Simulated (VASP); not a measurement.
Level of theory: PBEsol GGA, VASP's PBE PAW potentials (set 64) (plane waves; VASP).

The input files of a VASP run:

**KPOINTS**
```
K-points
0
gamma
11 7 1
0 0 0
```

**INCAR**
```
ALGO = Normal
DIPOL = 0.5 0.5 0.5
EDIFF = 1E-5
EDIFFG = -0.03
ENCUT = 400
GGA = PS
IBRION = 2
IDIPOL = 3
ISIF = 2
ISMEAR = 1
ISPIN = 2
LASPH = T
LCHARG = F
LDIPOL = T
LMAXMIX = 4
LORBIT = 10
LREAL = F
LWAVE = T
MAGMOM = 1.8 1.8 1.8 1.8 1.8 1.8 1.8 1.8 1.8 1.8
NELM = 100
NELMIN = 4
NSW = 50
PREC = Normal
SIGMA = 0.1
SYSTEM = Co(100) slab
```

File POSCAR:
```
Co(100) slab
1
    2.4553364563     0.0000000000     0.0000000000
    0.0000000000     3.9603963922     0.0000000000
    0.0000000000     0.0000000000    25.3052443446
Co
10
Direct
  0.5000000000   0.5000000000   0.3459460000
  0.0000000000   0.0000000000   0.3179360000
  0.0000000000   0.5000000000   0.4299760000
  0.5000000000   0.0000000000   0.4019660000
  0.5000000000   0.5000000000   0.5140050000
  0.0000000000   0.0000000000   0.4859950000
  0.0000000000   0.5000000000   0.5980340000
  0.5000000000   0.0000000000   0.5700240000
  0.5000000000   0.5000000000   0.6820640000
  0.0000000000   0.0000000000   0.6540540000
```

POTCAR, in this order: Co (PBE.64 set). Program: vasp_std.

Question: What does the run give for the energy per atom (σ→0), cell moment, band gap (on the k-mesh)?

Answer: 
```json
{
 "energy per atom (σ→0)": "-7412 meV/atom",
 "cell_moment": "16.53 μB",
 "band gap (on the k-mesh)": "none (metal, semimetal or under 0.01 eV)"
}
```

**OSZICAR**
```
...
DAV:   4    -0.741233062179E+02    0.72375E-03   -0.81440E-03  8010   0.156E+00    0.389E-01
DAV:   5    -0.741226024904E+02    0.70373E-03   -0.19251E-03  7234   0.815E-01    0.678E-02
DAV:   6    -0.741225421270E+02    0.60363E-04   -0.46007E-04  7908   0.273E-01    0.128E-01
DAV:   7    -0.741224281606E+02    0.11397E-03   -0.29792E-04  6730   0.324E-01    0.774E-02
DAV:   8    -0.741223552229E+02    0.72938E-04   -0.11766E-04  7891   0.179E-01    0.430E-02
DAV:   9    -0.741223899871E+02   -0.34764E-04   -0.34333E-05  5075   0.123E-01    0.453E-02
DAV:  10    -0.741223975124E+02   -0.75253E-05   -0.19728E-05  3708   0.985E-02
   8 F= -.74122398E+02 E0= -.74123005E+02  d E =-.587328E-03  mag=    16.5269
```

The cell is a thin slab with vacuum, built from Co (hcp): (100) face.
